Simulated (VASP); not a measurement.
Input:

```
CuGaSe2
1.0
   -2.75906     2.75906     5.47161
    2.75906    -2.75906     5.47161
    2.75906     2.75906    -5.47161
Ga Cu Se
2 2 4
Direct
  0.50000   0.50000   0.00000
  0.25000   0.75000   0.50000
  0.00000   0.00000   0.00000
  0.75000   0.25000   0.50000
  0.87500   0.88368   0.50868
  0.11632   0.62500   0.99132
  0.37500   0.36632   0.49132
  0.63368   0.12500   0.00868
```

All values below come from LDA (Ceperley-Alder, Perdew-Zunger), VASP's LDA PAW potentials (set 64) (plane waves; VASP). Numerical set-up: 400 eV cut-off, Gaussian smearing of 0.050 eV, potentials Ga_d Cu Se.

Problem. Give the energies of bands 28 to 41 at the high-symmetry points, in eV from the valence-band maximum.

Solution. 
| band | Γ | X | P | N | M | S | R |
|---|---|---|---|---|---|---|---|
| 28 | -2.48 | -2.34 | -2.39 | -2.31 | -2.56 | -2.31 | -2.34 |
| 29 | -2.38 | -2.14 | -2.09 | -2.27 | -2.32 | -2.29 | -2.20 |
| 30 | -2.03 | -2.14 | -2.09 | -2.13 | -2.32 | -2.07 | -2.20 |
| 31 | -1.99 | -1.55 | -1.61 | -2.00 | -1.55 | -2.05 | -1.67 |
| 32 | -1.99 | -1.55 | -1.61 | -1.65 | -1.55 | -1.91 | -1.67 |
| 33 | -1.89 | -0.96 | -0.98 | -1.52 | -1.41 | -1.70 | -1.00 |
| 34 | -0.10 | -0.96 | -0.98 | -1.44 | -1.41 | -1.40 | -1.00 |
| 35 | -0.10 | -0.59 | -0.81 | -1.36 | -1.08 | -0.88 | -0.83 |
| 36 | 0.00 | -0.59 | -0.81 | -0.68 | -1.08 | -0.71 | -0.83 |
| 37 | 0.21 | 1.07 | 1.54 | 2.24 | 1.71 | 1.86 | 1.39 |
| 38 | 1.72 | 1.07 | 1.54 | 2.56 | 1.71 | 2.39 | 1.39 |
| 39 | 2.08 | 3.33 | 3.10 | 3.11 | 1.74 | 2.40 | 3.91 |
| 40 | 3.91 | 3.33 | 3.10 | 4.08 | 1.74 | 3.36 | 3.91 |
| 41 | 3.91 | 4.67 | 4.41 | 4.10 | 2.74 | 4.34 | 3.96 |

The gap is direct, 0.21 eV, from the valence maximum at Γ to the conduction minimum at Γ.

Measured: gap 1.67 eV (computed value off by -1.46 eV), as given by Arghya Ghosh et al., Physical Review B (2024), arXiv:2401.16805.

The compound is CuGaSe2 in the chalcopyrite structure. It was relaxed first.
